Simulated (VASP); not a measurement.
All values below come from revTPSS meta-GGA, VASP's PBE PAW potentials (set 64) (plane waves; VASP 6.6.1).

The input files of a VASP run:

File POSCAR:
```
CuI
1
    0.0000000000     3.0021967232     3.0021967232
    3.0021967232     0.0000000000     3.0021967232
    3.0021967232     3.0021967232    -0.0000000000
Cu I
1 1
Direct
  0.0000000000   0.0000000000   0.0000000000
  0.2500000000   0.2500000000   0.2500000000
```

KPOINTS:
```
Automatic mesh
0
Gamma
7 7 7
0 0 0
```

INCAR:
```
! general
SYSTEM  = CuI
PREC    = Accurate
ENCUT   = 520
LREAL   = .FALSE.
LASPH   = .TRUE.

! electronic loop
EDIFF   = 1E-6
NELM    = 100
ALGO    = Normal
LMAXMIX = 4
LMIXTAU = .TRUE.

! smearing
ISMEAR  = 0
SIGMA   = 0.05

! functional
METAGGA = RTPSS

! ions
IBRION  = 2
NSW     = 60
ISIF    = 3
EDIFFG  = -0.01

! output
LWAVE   = .FALSE.
LCHARG  = .FALSE.
```

POTCAR, in this order: Cu I (PBE.64 set). Program: vasp_std.

Output

**OSZICAR**
```
       N       E                     dE             d eps       ncg     rms          rms(c)
DAV:   1     0.130574131118E+03    0.13057E+03   -0.83917E+03   520   0.155E+03
DAV:   2     0.251491674671E+02   -0.10542E+03   -0.98772E+02   520   0.276E+02
DAV:   3     0.174488111869E+02   -0.77004E+01   -0.75842E+01   726   0.898E+01
DAV:   4     0.172124594072E+02   -0.23635E+00   -0.23620E+00   619   0.134E+01
DAV:   5     0.172053257485E+02   -0.71337E-02   -0.71334E-02   741   0.236E+00    0.751E+00
DAV:   6     0.186297229237E+02    0.14244E+01   -0.19403E+01   580   0.116E+02    0.562E+00
DAV:   7     0.192874785556E+02    0.65776E+00   -0.32275E+00   545   0.668E+01    0.179E+00
DAV:   8     0.192852514181E+02   -0.22271E-02   -0.33578E-01   756   0.128E+01    0.854E-01
DAV:   9     0.192895210071E+02    0.42696E-02   -0.23718E-02   779   0.371E+00    0.265E-01
DAV:  10     0.192874657052E+02   -0.20553E-02   -0.33730E-02   615   0.427E+00    0.231E-01
DAV:  11     0.192858483504E+02   -0.16174E-02   -0.44777E-02   530   0.640E+00    0.316E-01
DAV:  12     0.192867677529E+02    0.91940E-03   -0.31909E-02   580   0.559E+00    0.185E-01
DAV:  13     0.192856699064E+02   -0.10978E-02   -0.19797E-03   780   0.146E+00    0.884E-02
DAV:  14     0.192858395024E+02    0.16960E-03   -0.55427E-04   664   0.634E-01    0.290E-02
DAV:  15     0.192857626547E+02   -0.76848E-04   -0.16039E-04   630   0.301E-01    0.149E-02
DAV:  16     0.192857684776E+02    0.58229E-05   -0.29384E-05   573   0.902E-02    0.144E-02
DAV:  17     0.192857619974E+02   -0.64803E-05   -0.13748E-05   678   0.835E-02    0.769E-03
DAV:  18     0.192857637597E+02    0.17624E-05   -0.87535E-06   652   0.888E-02    0.271E-03
DAV:  19     0.192857640175E+02    0.25775E-06   -0.68055E-07   285   0.122E-02
   1 F= 0.19285764E+02 E0= 0.19285764E+02  d E =0.192858E+02
       N       E                     dE             d eps       ncg     rms          rms(c)
DAV:   1     0.192837562016E+02   -0.20076E-02   -0.34526E-02   520   0.476E+00    0.345E-01
DAV:   2     0.192848718792E+02    0.11157E-02   -0.23025E-02   520   0.488E+00    0.159E-01
DAV:   3     0.192856401910E+02    0.76831E-03   -0.55235E-03   520   0.256E+00    0.670E-02
DAV:   4     0.192857116739E+02    0.71483E-04   -0.40300E-04   719   0.371E-01    0.165E-02
DAV:   5     0.192857053745E+02   -0.62995E-05   -0.36024E-05   610   0.126E-01    0.187E-02
DAV:   6     0.192857052842E+02   -0.90293E-07   -0.80774E-05   520   0.272E-01    0.146E-02
DAV:   7     0.192857015187E+02   -0.37654E-05   -0.71599E-05   520   0.237E-01    0.658E-03
DAV:   8     0.192857034416E+02    0.19229E-05   -0.88503E-06   565   0.881E-02    0.135E-03
DAV:   9     0.192857032977E+02   -0.14396E-06   -0.34996E-07   265   0.179E-02
   2 F= 0.19285703E+02 E0= 0.19285703E+02  d E =-.607198E-04
```

### OUTCAR
```
------------------------ aborting loop because EDIFF is reached ----------------------------------------
  FORCE on cell =-STRESS in cart. coord.  units (eV):
  Direction    XX          YY          ZZ          XY          YZ          ZX
  --------------------------------------------------------------------------------------
  Total       -0.0092212     -0.0092212     -0.0092212      0.0000000      0.0000000      0.0000000
  in kB       -0.2737060     -0.2737060     -0.2737060      0.0000000      0.0000000      0.0000000
  external PRESSURE =      -0.2737060 kB  Pullay stress =       0.0000000 kB
  volume of cell :       53.98
      direct lattice vectors                 reciprocal lattice vectors
     0.000000000  2.999581247  2.999581247    -0.166689934  0.166689934  0.166689934
     2.999581247 -0.000000000  2.999581247     0.166689934 -0.166689934  0.166689934
     2.999581247  2.999581247  0.000000000     0.166689934  0.166689934 -0.166689934
  FREE ENERGIE OF THE ION-ELECTRON SYSTEM (eV)
  ---------------------------------------------------
  free  energy   TOTEN  =        19.2857032977 eV

  energy  without entropy=       19.2857032977  energy(sigma->0) =       19.28570330

 reached required accuracy - stopping structural energy minimisation
```
(Selected blocks of OUTCAR.)

File CONTCAR:
```
CuI
   1.00000000000000
     0.0000000000000000    2.9995812467605592    2.9995812467605592
     2.9995812467605592   -0.0000000000000000    2.9995812467605592
     2.9995812467605592    2.9995812467605592    0.0000000000000000
  Cu              I
     1     1
Direct
     0.0000000000000000    0.0000000000000000    0.0000000000000000
     0.2500000000000000    0.2500000000000000    0.2500000000000000
```

The compound is CuI in the zinc blende structure. This run relaxes it. Symmetry was kept, so distortions that lower it aren't found. The start is the result of an earlier pass.
